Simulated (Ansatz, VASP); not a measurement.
## GaGe: VASP beside Ansatz

INCAR

```
ALGO = Normal
EDIFF = 1E-6
ENCUT = 520
GGA = PS
ISIF = 2
ISMEAR = -1
LASPH = True
LCHARG = False
LREAL = False
LWAVE = False
NBANDS = 20
NELM = 80
PREC = Accurate
SIGMA = 0.05
```

File KPOINTS:

```
k-points
0
Gamma
  8 8 8
```

The input POSCAR:

```
GaGe
1.0
    0.0000000000      2.8783947965      2.8783947965
    2.8783947965      0.0000000000      2.8783947965
    2.8783947965      2.8783947965      0.0000000000
Ge Ga
1 1
Direct
    0.0000000000      0.0000000000      0.0000000000
    0.2500000000      0.2500000000      0.2500000000
```

The input input.yaml:

```yaml
crystal:
  lattice:
    - [0.0, 2.8783947965, 2.8783947965]
    - [2.8783947965, 0.0, 2.8783947965]
    - [2.8783947965, 2.8783947965, 0.0]
  atoms:
    - { symbol: Ge, position: [0.0, 0.0, 0.0] }
    - { symbol: Ga, position: [0.25, 0.25, 0.25] }
kpoints:
  mp_grid: { grid: [8, 8, 8] }
scf:
  occupations: { method: fermi_dirac, width: 0.05 }
hamiltonian:
  xc: pbesol
  pseudopotentials: { kind: all_electron, lapw: { basis_error: 0.0005 } }
output:
  forces: true
  stress: true
  eigenvalues: true
```

Change from the starting cell: volume scaled by 0.98.

Alike in both runs: task single point; functional PBEsol; k mesh 8 × 8 × 8; occupations fermi-dirac, width 0.05 eV; no spin polarisation.

|  | VASP | Ansatz |
| --- | --- | --- |
| version | VASP 6.6.1 | Ansatz 0.2.0 |
| potentials or method | VASP PAW PBE potentials, release 64 (Ge_d, Ga_d) | all-electron LAPW, scalar-relativistic |
| plane-wave cutoff (eV) | 520 | see its input |

|  | VASP | Ansatz | Ansatz less VASP |
| --- | --- | --- | --- |
| gap on the k mesh at the Fermi level (eV) | none | none | - |
| pressure (GPa) | -1.5 | -1.4 | +0.02 |

A gap of «none» marks a metal or a gap that the smearing closes. Ansatz ran all-electron here, so the differences hold the error of VASP's frozen core and of both bases.

Caveats: the PAW data sets were made with another functional, which shifts forces and pressure a little (VASP).
